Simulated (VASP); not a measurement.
# GaN: excitons from the Bethe-Salpeter equation

Aim: the optical spectrum of GaN with the electron-hole interaction. The cell is of the zinc-blende type, one of the forms listed for this formula. The start is a computed cell from the Materials Project.

Method: LDA; plane waves and PAW (Ga_d_GW, N_GW), in the first sound run; inputs show where later runs differ, in VASP 6.6.1.

## (1) The starting structure

It takes space group F-43m (No. 216, cubic). Conventional cell: a = 4.507 Å, b = 4.507 Å, c = 4.507 Å, α = 90.00°, β = 90.00°, γ = 90.00°. Ga has 4 N at 1.95 Å nearest. Nearest to N lie 4 Ga at 1.95 Å. Farther neighbours and most contacts between anions are not listed.

## (2) Ground state

The orbitals come from a self-consistent LDA run with a tight EDIFF and a narrow smearing. KPOINTS_OPT adds the bands along a path, which shows whether the mesh holds the band edges.

The input, INCAR:

```
SYSTEM = GaN
PREC = Accurate
ENCUT = 450
EDIFF = 1E-08
NELM = 100
ISMEAR = 0
SIGMA = 0.01
LREAL = .FALSE.
ALGO = Normal
GGA = CA
NBANDS = 15
LORBIT = 11
LWAVE = .TRUE.
LCHARG = .FALSE.
KPAR = 8
```

The input, POSCAR:

```
GaN
1.0
    0.0000000000      2.2535006075      2.2535006075
    2.2535006075      0.0000000000      2.2535006075
    2.2535006075      2.2535006075      0.0000000000
Ga N
1 1
Direct
    0.0000000000      0.0000000000      0.0000000000
    0.2500000000      0.2500000000      0.2500000000
```

The input, KPOINTS:

```
Automatic mesh
0
Gamma
10 10 10
0 0 0
```

The input, KPOINTS_OPT:

```
Line mode
12
Line-mode
Reciprocal
  0.00000000   0.00000000   0.00000000 GAMMA
  0.50000000   0.00000000   0.50000000 X

  0.50000000   0.00000000   0.50000000 X
  0.50000000   0.25000000   0.75000000 W

  0.50000000   0.25000000   0.75000000 W
  0.37500000   0.37500000   0.75000000 K

  0.37500000   0.37500000   0.75000000 K
  0.00000000   0.00000000   0.00000000 GAMMA

  0.00000000   0.00000000   0.00000000 GAMMA
  0.50000000   0.50000000   0.50000000 L

  0.50000000   0.50000000   0.50000000 L
  0.62500000   0.25000000   0.62500000 U

  0.62500000   0.25000000   0.62500000 U
  0.50000000   0.25000000   0.75000000 W

  0.50000000   0.25000000   0.75000000 W
  0.50000000   0.50000000   0.50000000 L

  0.50000000   0.50000000   0.50000000 L
  0.37500000   0.37500000   0.75000000 K

  0.62500000   0.25000000   0.62500000 U
  0.50000000   0.00000000   0.50000000 X
```

Potentials, in the order of the species: Ga_d_GW and N_GW (LDA family, release 64).

On the command line:

```sh
$ mpirun -np 8 vasp_std
```

The program printed:

```text
[banner, memory and clock lines left out]
running    8 mpi-ranks, on    1 nodes
 distrk:  each k-point on    1 cores,    8 groups
 distr:  one band on    1 cores,    1 groups

 POSCAR found type information on POSCAR GaN
 POSCAR found :  2 types and       2 ions
|                                                                             |
|           W    W    AA    RRRRR   N    N  II  N    N   GGGG   !!!           |
|           W    W   A  A   R    R  NN   N  II  NN   N  G    G  !!!           |
|           W    W  A    A  R    R  N N  N  II  N N  N  G       !!!           |
|           W WW W  AAAAAA  RRRRR   N  N N  II  N  N N  G  GGG   !            |
|           WW  WW  A    A  R   R   N   NN  II  N   NN  G    G                |
|           W    W  A    A  R    R  N    N  II  N    N   GGGG   !!!           |
|                                                                             |
|     For optimal performance we recommend to set                             |
|       NCORE = 2 up to number-of-cores-per-socket                            |
|     NCORE specifies how many cores store one orbital (NPAR=cpu/NCORE).      |
|     This setting can greatly improve the performance of VASP for DFT.       |
|     The default, NCORE=1 might be grossly inefficient on modern             |
|     multi-core architectures or massively parallel machines. Do your        |
|     Unfortunately you need to use the default for GW and RPA                |
|     calculations (for HF NCORE is supported but not extensively tested      |
|     yet).                                                                   |
|                                                                             |

 LDA part: xc-table for (Slater(with rela. corr.)+CA(PZ))
 , standard interpolation
 POSCAR, INCAR and KPOINTS ok, starting setup
 FFT: planning ... GRIDC
 FFT: planning ... GRID_SOFT
 FFT: planning ... GRID
 WAVECAR not read
 entering main loop
       N       E                     dE             d eps       ncg     rms          rms(c)
DAV:   1     0.130290754004E+03    0.13029E+03   -0.10384E+04  1521   0.178E+03
DAV:   2    -0.694515005190E+01   -0.13724E+03   -0.12988E+03  1592   0.381E+02
DAV:   3    -0.157568933375E+02   -0.88117E+01   -0.87551E+01  1781   0.110E+02
DAV:   4    -0.159158280474E+02   -0.15893E+00   -0.15891E+00  1669   0.165E+01
DAV:   5    -0.159205709857E+02   -0.47429E-02   -0.47429E-02  1864   0.284E+00    0.110E+01
DAV:   6    -0.139896646066E+02    0.19309E+01   -0.52186E+00  2171   0.497E+01    0.522E+00
DAV:   7    -0.139558021112E+02    0.33862E-01   -0.28351E-01  1837   0.941E+00    0.325E+00
DAV:   8    -0.139322636745E+02    0.23538E-01   -0.69006E-02  1679   0.343E+00    0.408E-01
DAV:   9    -0.139303577018E+02    0.19060E-02   -0.72631E-03  2280   0.207E+00    0.775E-02
DAV:  10    -0.139304130839E+02   -0.55382E-04   -0.55210E-04  1721   0.360E-01    0.147E-02
DAV:  11    -0.139304075859E+02    0.54980E-05   -0.34766E-05  2349   0.136E-01    0.542E-03
DAV:  12    -0.139304077708E+02   -0.18496E-06   -0.31199E-06  1760   0.309E-02    0.195E-03
DAV:  13    -0.139304077616E+02    0.91995E-08   -0.33254E-07  2010   0.631E-03    0.227E-04
DAV:  14    -0.139304077552E+02    0.64429E-08   -0.63141E-09  1080   0.139E-03
   1 F= -.13930408E+02 E0= -.13930408E+02  d E =-.272166E-87
 Start KPOINTS_OPT (optional k-point list driver)
k-point batch [1-47\120]
       N       E                     dE             ncg
DAV:   1     0.181740509148E+04   -0.26549E+05     1591
DAV:   2    -0.399804120193E+04   -0.58154E+04     1613
DAV:   3    -0.438059244307E+04   -0.38255E+03     1774
DAV:   4    -0.438768067702E+04   -0.70882E+01     1711
DAV:   5    -0.438788850068E+04   -0.20782E+00     1850
DAV:   6    -0.438789898535E+04   -0.10485E-01     1923
DAV:   7    -0.438789931560E+04   -0.33025E-03     1996
DAV:   8    -0.438789932587E+04   -0.10269E-04     1923
DAV:   9    -0.438789932591E+04   -0.40674E-07     1542
DAV:  10    -0.438789932592E+04   -0.17808E-08     1237
[...]
k-point batch [95-120\120]
       N       E                     dE             ncg
DAV:   1     0.170205218620E+05   -0.18320E+05      860
DAV:   2     0.137611164380E+05   -0.32594E+04      885
DAV:   3     0.135438101759E+05   -0.21731E+03      976
DAV:   4     0.135398254229E+05   -0.39848E+01      913
DAV:   5     0.135397085908E+05   -0.11683E+00     1079
DAV:   6     0.135397033343E+05   -0.52565E-02     1010
DAV:   7     0.135397031990E+05   -0.13536E-03     1140
DAV:   8     0.135397031950E+05   -0.40184E-05     1066
DAV:   9     0.135397031949E+05   -0.11469E-07      869
DAV:  10     0.135397031949E+05   -0.26921E-09      747
 writing wavefunctions
```

It took 15 s on 8 MPI ranks of AMD EPYC 7R43, shared host; peak memory 0.97 GiB; 1.9 min of CPU time.

Lines that name or quote the potential files are left out of all logs, and their timing lines are given in words.

OUTCAR, selected parts (step 2):

```text
ion  position               nearest neighbor table
   1  0.000  0.000  0.000-   2 1.95   2 1.95   2 1.95   2 1.95
   2  0.250  0.250  0.250-   1 1.95   1 1.95   1 1.95   1 1.95

  LATTYP: Found a face centered cubic cell.
 ALAT       =     4.5070012150

 Subroutine GETGRP returns: Found 24 space group operations
 (whereof 24 operations were pure point group operations)

The static configuration has the point symmetry T_d .

 Found     47 irreducible k-points:

   k-points           NKPTS =     47   k-points in BZ     NKDIM =     47   number of bands    NBANDS=     15

   dimension x,y,z NGX =    24 NGY =   24 NGZ =   24
   dimension x,y,z NGXF=    48 NGYF=   48 NGZF=   48

   ENCUT  =  450.0 eV  33.07 Ry    5.75 a.u.   5.51  5.51  5.51*2*pi/ulx,y,z

   NELECT =      18.0000    total number of electrons

 k-points in reciprocal lattice and weights: Automatic mesh
   0.00000000  0.00000000  0.00000000       0.001
   0.10000000  0.00000000  0.00000000       0.008
   0.20000000  0.00000000  0.00000000       0.008
   0.30000000  0.00000000  0.00000000       0.008
   0.40000000  0.00000000  0.00000000       0.008
   0.50000000  0.00000000  0.00000000       0.004
   0.10000000  0.10000000  0.00000000       0.006
   0.20000000  0.10000000  0.00000000       0.024
   0.30000000  0.10000000  0.00000000       0.024
[...]
-0.30000000  0.40000000  0.20000000       0.024
  -0.30000000  0.50000000  0.20000000       0.012

 average (electrostatic) potential at core
       1 -64.9708       2 -64.5810

 E-fermi :   4.9663

 k-point     1 :       0.0000    0.0000    0.0000
  band No.  band energies     occupation
    ...
      5      -8.4573      2.00000
      6      -8.4573      2.00000
      7       4.8282      2.00000
      8       4.8282      2.00000
      9       4.8282      2.00000
     10       6.5779      0.00000
     11      14.9399      0.00000
     12      14.9399      0.00000
     13      14.9399      0.00000
     14      22.1636      0.00000
    ...

 k-point     2 :       0.1000    0.0000    0.0000
  band No.  band energies     occupation
    ...
      5      -8.4587      2.00000
      6      -8.4587      2.00000
      7       3.7388      2.00000
      8       4.7208      2.00000
      9       4.7208      2.00000
     10       7.4157      0.00000
     11      14.4449      0.00000
     12      15.1040      0.00000
     13      15.1040      0.00000
     14      22.1430      0.00000
    ...

 k-point     3 :       0.2000    0.0000    0.0000
  band No.  band energies     occupation
    ...
      5      -8.4575      2.00000
      6      -8.4575      2.00000
      7       1.9214      2.00000
      8       4.4564      2.00000
      9       4.4564      2.00000
     10       8.4666      0.00000
     11      13.6809      0.00000
     12      15.3710      0.00000
     13      15.3710      0.00000
     14      21.0504      0.00000
    ...

  Total       -1.0107428     -1.0107428     -1.0107428     -0.0000000      0.0000000      0.0000000
  in kB      -70.7535430    -70.7535430    -70.7535430     -0.0000000      0.0000000      0.0000000
  external PRESSURE =     -70.7535430 kB  Pullay stress =       0.0000000 kB

  energy-cutoff  :      450.00
  volume of cell :       22.89
      direct lattice vectors                 reciprocal lattice vectors
     0.000000000  2.253500607  2.253500607    -0.221877020  0.221877020  0.221877020
     2.253500607  0.000000000  2.253500607     0.221877020 -0.221877020  0.221877020
     2.253500607  2.253500607  0.000000000     0.221877020  0.221877020 -0.221877020

 POSITION                                       TOTAL-FORCE (eV/Angst)
 -----------------------------------------------------------------------------------
      0.00000      0.00000      0.00000         0.000000      0.000000      0.000000
      1.12675      1.12675      1.12675        -0.000000     -0.000000     -0.000000
 -----------------------------------------------------------------------------------
    total drift:                                0.000002      0.000002      0.000002

  FREE ENERGIE OF THE ION-ELECTRON SYSTEM (eV)
  ---------------------------------------------------
  free  energy   TOTEN  =       -13.9304077552 eV

  energy  without entropy=      -13.9304077552  energy(sigma->0) =      -13.93040776

 total charge
# of ion       s       p       d       tot
------------------------------------------
    1        0.791   0.910  10.124  11.825
    2        1.188   2.438   0.000   3.626
--------------------------------------------------
tot          1.979   3.348  10.124  15.451

[... 3 further parts left out ...]
```

This step gave:

| Item | Value |
| --- | --- |
| free energy (TOTEN) | -13.93 eV |
| Fermi energy | 4.966 eV |
| pressure | -7.075 GPa |
| least gap on mesh and path | 1.750 eV |
| least direct gap on mesh and path | 1.750 eV |

The highest empty bands on the path are converged less tightly, to about 0.1 eV. The electronic bands at the labelled points (eV, zero at the valence-band top; v1 is the highest filled band, c1 the lowest empty one):

| point | v3 | v2 | v1 | c1 | c2 |
| --- | --- | --- | --- | --- | --- |
| Γ | 0.00 | 0.00 | 0.00 | 1.75 | 10.11 |
| 0.45 of the way | -3.07 | -1.31 | -1.31 | 4.43 | 7.45 |
| X | -6.20 | -2.73 | -2.73 | 3.25 | 6.49 |
| 0.55 of the way | -5.99 | -3.32 | -3.29 | 4.67 | 7.44 |
| W | -5.77 | -3.74 | -3.69 | 6.12 | 8.25 |
| 0.45 of the way | -5.85 | -4.12 | -2.90 | 5.62 | 7.94 |
| K | -5.94 | -4.31 | -2.19 | 4.88 | 7.73 |
| 0.55 of the way | -3.81 | -1.83 | -0.43 | 4.82 | 8.47 |
| Γ | 0.00 | 0.00 | 0.00 | 1.75 | 10.11 |
| 0.45 of the way | -3.43 | -0.46 | -0.46 | 3.86 | 8.71 |
| L | -7.11 | -0.98 | -0.98 | 4.55 | 8.60 |
| 0.45 of the way | -6.71 | -2.52 | -1.39 | 5.82 | 7.38 |
| U | -5.94 | -4.31 | -2.19 | 4.88 | 7.73 |
| 0.55 of the way | -5.85 | -4.12 | -2.90 | 5.62 | 7.94 |
| W | -5.77 | -3.74 | -3.69 | 6.12 | 8.25 |
| 0.45 of the way | -6.38 | -3.26 | -1.94 | 6.65 | 6.86 |
| L | -7.11 | -0.98 | -0.98 | 4.55 | 8.60 |
| 0.55 of the way | -6.55 | -2.99 | -1.54 | 5.94 | 7.30 |
| K | -5.94 | -4.31 | -2.19 | 4.88 | 7.73 |
| jump to U | -5.94 | -4.31 | -2.19 | 4.88 | 7.73 |
| 0.45 of the way | -6.09 | -3.48 | -2.56 | 3.93 | 7.03 |
| X | -6.20 | -2.73 | -2.73 | 3.25 | 6.49 |

Of the projections kept (Ga, N), the largest for each band there; the rest of the weight can lie on other orbitals:

| point | v3 | v2 | v1 | c1 | c2 |
| --- | --- | --- | --- | --- | --- |
| Γ | N 0.78 | N 0.78 | N 0.78 | N 0.59 | Ga 0.99 |
| X | Ga 0.63 | N 0.65 | N 0.65 | Ga 0.81 | Ga 0.82 |
| W | Ga 0.63 | N 0.59 | N 0.57 | N 0.57 | Ga 0.50 |
| K | Ga 0.62 | N 0.56 | N 0.67 | Ga 0.74 | Ga 0.50 |
| Γ | N 0.78 | N 0.78 | N 0.78 | N 0.59 | Ga 0.99 |
| L | Ga 0.60 | N 0.73 | N 0.73 | Ga 0.68 | N 0.78 |

The electronic bands as a text plot (rows in eV, shown from -7.1 to 6.5 only):

```
    6.2 |        +   ++   + +                    +++++     +
    5.6 |              +     +              ++        +   + +
    5.1 |           +   ++    +            +  +++      + +   +
    4.5 |    ++                        ++++             +     +
    3.9 |   +  +   +                  +                        +
    3.4 |  +    +++            +     +                          +
    2.8 | +                     +   +
    2.2 |+                       + +
    1.7 |                         +
    1.1 |
    0.5 |
    0.0 |**                    ******
   -0.6 |* *                 *****   ***
   -1.2 | * *              **   *  *    *****         *****
   -1.7 |  * *            *   *     *      * **      *     **
   -2.3 |   * ***       **   * *     *      *  **   * *   *  **
   -2.9 |        ***   *    *                      * *     *   **
   -3.4 |           ***    *                 *   ** *          *
   -4.0 |    *       ***  *   *               * ****        * *
   -4.6 |     *         **   *        *        *             *
   -5.1 |      *            *          *
   -5.7 |       *   ********                   *****         *
   -6.3 |        ***                    *    **     *       * ***
   -6.8 |                                ****        *******
         Γ       X    W  K        Γ      L     U  W     L   K|U X
```

The cell has a gap of 1.75 eV on mesh and path and a pressure of -7.1 GPa, which holds the misfit of the given cell and coordinates with this functional, and any error of cutoff, mesh and data sets. Spin-orbit coupling is left out, which can shift or reorder these edges.

## (3) Empty bands

ALGO = Exact makes the empty bands from the converged ground state in one step. LOPTICS writes the k-derivatives of the orbitals (WAVEDER), which give the long-wavelength limit of the screening.

The input, INCAR:

```
SYSTEM = GaN
PREC = Accurate
ENCUT = 450
ISMEAR = 0
SIGMA = 0.01
LREAL = .FALSE.
GGA = CA
NBANDS = 56
ALGO = Exact
NELM = 1
LWAVE = .TRUE.
LCHARG = .FALSE.
LOPTICS = .TRUE.
NEDOS = 1000
CSHIFT = 0.1
```

POSCAR is that of step 2.

KPOINTS is that of step 2.

On the command line:

```sh
$ mpirun -np 8 vasp_std
```

The program printed:

```text
[banner, memory and clock lines left out]
running    8 mpi-ranks, on    1 nodes
 distrk:  each k-point on    8 cores,    1 groups
 distr:  one band on    1 cores,    8 groups

 POSCAR found type information on POSCAR GaN
 POSCAR found :  2 types and       2 ions
 [... a notice as in an earlier step ...]

 LDA part: xc-table for (Slater(with rela. corr.)+CA(PZ))
 , standard interpolation
 found WAVECAR, reading the header
  number of bands has changed, file:    15 present:    56
  trying to continue reading WAVECAR, but it might fail
 POSCAR, INCAR and KPOINTS ok, starting setup
 FFT: planning ... GRIDC
 FFT: planning ... GRID_SOFT
 FFT: planning ... GRID
 reading WAVECAR
 random initialization beyond band           15
 the WAVECAR file was read successfully
 initial charge from wavefunction
 entering main loop
       N       E                     dE             d eps       ncg     rms          rms(c)
DIA:   1    -0.139304077542E+02   -0.13930E+02    0.00000E+00     0   0.000E+00
   1 F= -.13930408E+02 E0= -.13930408E+02  d E =-.316763E-12
 writing wavefunctions
 optical routines
 imaginary and real dielectric function
 recalculating local potential from charge density
 direction            1
 direction            2
 direction            3
```

The job ended after 13 s (8 MPI ranks; peak memory 0.91 GiB; 96 s of CPU time).

From OUTCAR (step 3):

```text
The static configuration has the point symmetry T_d .

 Found     47 irreducible k-points:

   k-points           NKPTS =     47   k-points in BZ     NKDIM =     47   number of bands    NBANDS=     56

   NELECT =      18.0000    total number of electrons

 E-fermi :   4.8705

 k-point     1 :       0.0000    0.0000    0.0000
  band No.  band energies     occupation
    ...
      5      -8.4573      2.00000
      6      -8.4573      2.00000
      7       4.8283      2.00000
      8       4.8283      2.00000
      9       4.8283      2.00000
     10       6.5779      0.00000
     11      14.9399      0.00000
     12      14.9399      0.00000
     13      14.9399      0.00000
     14      22.1636      0.00000
    ...

 k-point     2 :       0.1000    0.0000    0.0000
  band No.  band energies     occupation
    ...
      5      -8.4587      2.00000
      6      -8.4587      2.00000
      7       3.7388      2.00000
      8       4.7208      2.00000
      9       4.7208      2.00000
     10       7.4158      0.00000
     11      14.4449      0.00000
     12      15.1040      0.00000
     13      15.1040      0.00000
     14      22.1413      0.00000
    ...

  Total       -1.0108274     -1.0108274     -1.0108274      0.0000000      0.0000000      0.0000000
  in kB      -70.7594685    -70.7594685    -70.7594685      0.0000000      0.0000000      0.0000000
  external PRESSURE =     -70.7594685 kB  Pullay stress =       0.0000000 kB

 POSITION                                       TOTAL-FORCE (eV/Angst)
 -----------------------------------------------------------------------------------
      0.00000      0.00000      0.00000        -0.000000     -0.000000      0.000000
      1.12675      1.12675      1.12675         0.000000      0.000000     -0.000000
 -----------------------------------------------------------------------------------
    total drift:                                0.000002      0.000002      0.000002

  FREE ENERGIE OF THE ION-ELECTRON SYSTEM (eV)
  ---------------------------------------------------
  free  energy   TOTEN  =       -13.9304077542 eV

  energy  without entropy=      -13.9304077542  energy(sigma->0) =      -13.93040775

 plasma frequency squared (from intraband transitions) (eV^2)
  --------------------------------------------------------------------------------------
       0.000       0.000       0.000
       0.000       0.000       0.000
       0.000       0.000       0.000

[... 7 parts as in an earlier step ...]

[... 5 further parts left out ...]
```

The gap is read on the k-mesh alone, so it is an upper bound where the band edges lie off the mesh.

This step gave:

```
gap on the k-mesh              : 1.750 eV
least direct gap on the k-mesh : 1.750 eV
```

WAVECAR now holds 56 bands for 18 electrons. Its independent-particle dielectric tensor has xx, yy, zz = 6.2, 6.2, 6.2 on this mesh, which isn't tested for convergence in mesh or bands and lacks local fields.

[end of part 1 of 4]

[Lines on the potential files, build, host, timing and source positions are cut from VASP's logs without a mark.]

[Logs are printed without paths, hosts, clocks, repeated set-up lines and the standing remarks that a program may print on its own settings, such as how far it seeks lower states.]

[Hosts, paths, dates, database ids (printed as entryN), source tags and the programs' standing remarks are cut or masked in the printed files.]

[Pressures printed for these runs are not shown converged in the cutoff: they can be off by several GPa and have the wrong sign.]
